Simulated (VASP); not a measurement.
Set up this calculation in VASP 6.6.1, as the native input.

```
Task                   : dielectric tensor
Functional             : PBE
Dispersion             : D3(BJ)
Potentials or basis    : VASP PAW PBE potentials, release 64 (Sn_d, O)
Cutoff                 : 600 eV
k mesh                 : 12 × 12 × 10
Occupations            : gaussian, width 0.03 eV
Spin                   : no spin polarisation
Monkhorst-Pack mesh    : yes
Further INCAR settings : ALGO = Fast; EDIFF = 1e-08
```

The structure of SnO (Romarchite) lies in POSCAR:

```
SnO                                     
1.0
    3.8341125191      0.0000000000      0.0000000000
    0.0000000000      3.8341125191      0.0000000000
    0.0000000000      0.0000000000      4.7360377738
  Sn              O             
     2     2
Direct
     0.5000000000000000    1.0000000000000000    0.2456691425285803
     0.0000000000000000    0.5000000000000000    0.7543308574714198
     0.0000000000000000    0.0000000000000000    0.0000000000000000
     0.5000000000000000    0.5000000000000000    0.0000000000000000
```

The input as run:

INCAR

```
PREC     = Accurate       # precision mode
ENCUT    = 600            # plane-wave cutoff, eV
EDIFF    = 1E-8           # SCF threshold, eV
ISMEAR   = 0              # smearing method
SIGMA    = 0.03           # smearing width, eV
LREAL    = F              # projectors in reciprocal space
LASPH    = T              # aspherical terms in the spheres
NELM     = 80             # most SCF steps
ALGO     = Fast           # electronic algorithm
ISIF     = 2              # what is computed and relaxed
LWAVE    = F              # write WAVECAR
LCHARG   = F              # write CHGCAR
GGA      = PE             # functional
IVDW     = 12             # dispersion correction
LEPSILON = T              # dielectric tensor by DFPT
KPAR     = 2
```

KPOINTS

```
Automatic mesh
0
Monkhorst-Pack
  12 12 10
```

Potentials or basis: VASP PAW PBE potentials, release 64 (Sn_d, O).

The run is started by

```sh
$ cat potpaw_PBE.64/Sn_d/POTCAR potpaw_PBE.64/O/POTCAR > POTCAR
$ mpirun -np 2 vasp_std > vasp.out
```

Results of the run:

```
Electronic dielectric tensor (diagonal) : 8.87, 8.87, 7.21
Born charges (mean of the diagonal)     : Sn +3.10; O -3.10 e
Dispersion energy per atom              : -0.236 eV
```

Run time: 14 min on 2 MPI ranks on Intel(R) Xeon(R) Platinum 8375C CPU @ 2.90GHz (Ice Lake), on a shared host, peak memory 0.9 GiB a rank.
